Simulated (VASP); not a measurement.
Computed with modified Becke-Johnson potential (mBJ), VASP's PBE PAW potentials (set 64) (plane waves; VASP).

VASP input:

### KPOINTS
```
Automatic mesh
0
Gamma
6 6 4
0 0 0
```

File POSCAR:
```
SiGe
6.5027550
  0.6057512166   0.0000000000   0.0000000000
 -0.3028756083   0.5245959596   0.0000000000
  0.0000000000   0.0000000000   0.9999999950
Si Ge
2 2
Direct
  0.6666670000   0.3333330000   0.8747132990
  0.3333330000   0.6666670000   0.3747132990
  0.6666670000   0.3333330000   0.5002867010
  0.3333330000   0.6666670000   0.0002867010
```

INCAR:
```
ALGO  =  Normal
EDIFF  =  1E-6
ENCUT  =  400
ISIF  =  0
ISMEAR  =  0
LASPH  =  T
LCHARG  =  F
LMAXMIX  =  4
LMIXTAU  =  T
LREAL  =  F
LWAVE  =  F
METAGGA  =  MBJ
NELM  =  200
PREC  =  Accurate
SIGMA  =  0.05
SYSTEM  =  SiGe
```

KPOINTS_OPT:
```
k-points along high-symmetry lines
7
Line-mode
Reciprocal
  0.000000   0.000000   0.000000 ! GAMMA
  0.500000   0.000000   0.000000 ! M

  0.500000   0.000000   0.000000 ! M
  0.333333   0.333333   0.000000 ! K

  0.333333   0.333333   0.000000 ! K
  0.000000   0.000000   0.000000 ! GAMMA

  0.000000   0.000000   0.000000 ! GAMMA
  0.000000   0.000000   0.500000 ! A

  0.000000   0.000000   0.500000 ! A
  0.500000   0.000000   0.500000 ! L

  0.500000   0.000000   0.500000 ! L
  0.333333   0.333333   0.500000 ! H

  0.333333   0.333333   0.500000 ! H
  0.000000   0.000000   0.500000 ! A

  0.500000   0.000000   0.500000 ! L
  0.500000   0.000000   0.000000 ! M

  0.333333   0.333333   0.500000 ! H
  0.333333   0.333333   0.000000 ! K
```

POTCAR, in this order: Si Ge_d (PBE.64 set). Program: vasp_std. Read from the step before: WAVECAR.

What VASP printed:

**OSZICAR**
```
       N       E                     dE             d eps       ncg     rms          rms(c)
DAV:   1     0.266494322952E+03    0.26649E+03   -0.50336E+00  1038   0.260E+01    0.294E+00
DAV:   2     0.266483991597E+03   -0.10331E-01   -0.18568E+00  1036   0.951E+00    0.201E+00
DAV:   3     0.267030937385E+03    0.54695E+00   -0.13952E-01   986   0.299E+00    0.129E+00
DAV:   4     0.267929067069E+03    0.89813E+00   -0.21619E-01   972   0.328E+00    0.396E-01
DAV:   5     0.268042236191E+03    0.11317E+00   -0.67426E-02   954   0.189E+00    0.191E-01
DAV:   6     0.268136429260E+03    0.94193E-01   -0.11941E-02  1206   0.973E-01    0.907E-02
DAV:   7     0.268132827653E+03   -0.36016E-02   -0.41204E-03  1004   0.445E-01    0.118E-01
DAV:   8     0.268162065752E+03    0.29238E-01   -0.11739E-03   960   0.266E-01    0.418E-02
DAV:   9     0.268197125006E+03    0.35059E-01   -0.13810E-03   954   0.232E-01    0.302E-02
DAV:  10     0.268198835858E+03    0.17109E-02   -0.34571E-04  1098   0.133E-01    0.221E-02
DAV:  11     0.268211322304E+03    0.12486E-01   -0.76369E-05   798   0.501E-02    0.231E-02
DAV:  12     0.268208732817E+03   -0.25895E-02   -0.61820E-05  1208   0.968E-02    0.806E-03
DAV:  13     0.268210220157E+03    0.14873E-02   -0.62260E-06   816   0.155E-02    0.840E-03
DAV:  14     0.268209308700E+03   -0.91146E-03   -0.22269E-06   828   0.116E-02    0.659E-03
DAV:  15     0.268210385989E+03    0.10773E-02   -0.13254E-06   618   0.142E-02    0.192E-03
DAV:  16     0.268210027185E+03   -0.35880E-03   -0.38750E-07   558   0.464E-03    0.373E-04
DAV:  17     0.268210227352E+03    0.20017E-03   -0.84221E-08   546   0.230E-03    0.232E-04
DAV:  18     0.268210229700E+03    0.23477E-05   -0.13841E-08   528   0.138E-03    0.262E-04
DAV:  19     0.268210374414E+03    0.14471E-03   -0.10910E-08   540   0.100E-03    0.602E-04
DAV:  20     0.268210205131E+03   -0.16928E-03   -0.10136E-08   516   0.661E-04    0.452E-04
DAV:  21     0.268210252223E+03    0.47092E-04   -0.51361E-09   516   0.731E-04    0.142E-04
DAV:  22     0.268210244647E+03   -0.75757E-05   -0.62636E-10   504   0.178E-04    0.102E-04
DAV:  23     0.268210262446E+03    0.17799E-04   -0.32834E-10   516   0.169E-04    0.606E-05
DAV:  24     0.268210259801E+03   -0.26454E-05   -0.22461E-10   516   0.101E-04    0.205E-05
DAV:  25     0.268210261050E+03    0.12494E-05   -0.11915E-10   498   0.936E-05    0.982E-06
DAV:  26     0.268210261770E+03    0.71947E-06   -0.29755E-11   498   0.472E-05
   1 F= 0.26821026E+03 E0= 0.26821026E+03  d E =-.137324E-11
       N       E                     dE             ncg
       N       E                     dE             ncg
       N       E                     dE             ncg
```

File OUTCAR:
```
------------------------ aborting loop because EDIFF is reached ----------------------------------------
  volume of cell :       87.38
      direct lattice vectors                 reciprocal lattice vectors
     3.939051752  0.000000000  0.000000000     0.253868206  0.146570872  0.000000000
    -1.969525876  3.411318999  0.000000000     0.000000000  0.293141744  0.000000000
     0.000000000  0.000000000  6.502754967     0.000000000  0.000000000  0.153780975
 POSITION                                       TOTAL-FORCE (eV/Angst)
 -----------------------------------------------------------------------------------
      1.96953      1.13711      5.68805         0.000000      0.000000      0.071200
     -0.00000      2.27421      2.43667        -0.000000      0.000000      0.071200
      1.96953      1.13711      3.25324         0.000000      0.000000     -0.071200
     -0.00000      2.27421      0.00186        -0.000000      0.000000     -0.071200
 -----------------------------------------------------------------------------------
    total drift:                                0.000104     -0.000061      0.002570
  FREE ENERGIE OF THE ION-ELECTRON SYSTEM (eV)
  ---------------------------------------------------
  free  energy   TOTEN  =       268.2102617696 eV

  energy  without entropy=      268.2102617696  energy(sigma->0) =      268.21026177

     CMBJ =    1.0000

     CMBJA=   -0.0120

     CMBJB=    1.0230

     CMBJE=    0.5000

    CMBJ =    1.1752
```
(Selected blocks of OUTCAR.)

### OUTCAR
```
 val. band max:        5.1064331657   @ k =   0.0000   0.0000   0.0000

 cond. band min:       6.1290716592   @ k =   0.0000   0.0000   0.0000


 Fermi energy:         5.3267302955

 k-point     1 :       0.0000    0.0000    0.0000
  band No.  band energies     occupation
      1     -19.6881      2.00000
      2     -19.6880      2.00000
      3     -19.6857      2.00000
      4     -19.6857      2.00000
      5     -19.6831      2.00000
      6     -19.6831      2.00000
      7     -19.6363      2.00000
      8     -19.6362      2.00000
      9     -19.6332      2.00000
     10     -19.6331      2.00000
     11      -7.1360      2.00000
     12      -5.0642      2.00000
     13      -1.9767      2.00000
     14       3.6256      2.00000
     15       3.6262      2.00000
     16       4.8352      2.00000
     17       5.1058      2.00000
     18       5.1064      2.00000
     19       6.1291      0.00000
     20       7.1136      0.00000
     21       7.6684      0.00000
     22       7.6685      0.00000

 k-point     2 :       0.1667    0.0000    0.0000
  band No.  band energies     occupation
      1     -19.6888      2.00000
      2     -19.6870      2.00000
      3     -19.6860      2.00000
      4     -19.6845      2.00000
      5     -19.6821      2.00000
      6     -19.6817      2.00000
      7     -19.6366      2.00000
      8     -19.6358      2.00000
      9     -19.6337      2.00000
     10     -19.6324      2.00000
     11      -6.8333      2.00000
     12      -4.7565      2.00000
     13      -1.9135      2.00000
     14       1.8737      2.00000
     15       3.0403      2.00000
     16       3.1233      2.00000
     17       4.3724      2.00000
     18       4.6299      2.00000
     19       6.8560      0.00000
     20       7.7824      0.00000
     21       8.4125      0.00000
     22       8.5674      0.00000

 k-point     3 :       0.3333   -0.0000    0.0000
  band No.  band energies     occupation
      1     -19.6907      2.00000
...
```

mBJ is a potential without an energy functional, so only the levels count.

The structure comes from a computed database's SiGe entry (P6_3mc); how it stands against other phases isn't given here. It was relaxed first. The cell's shape comes from a PBE relaxation.
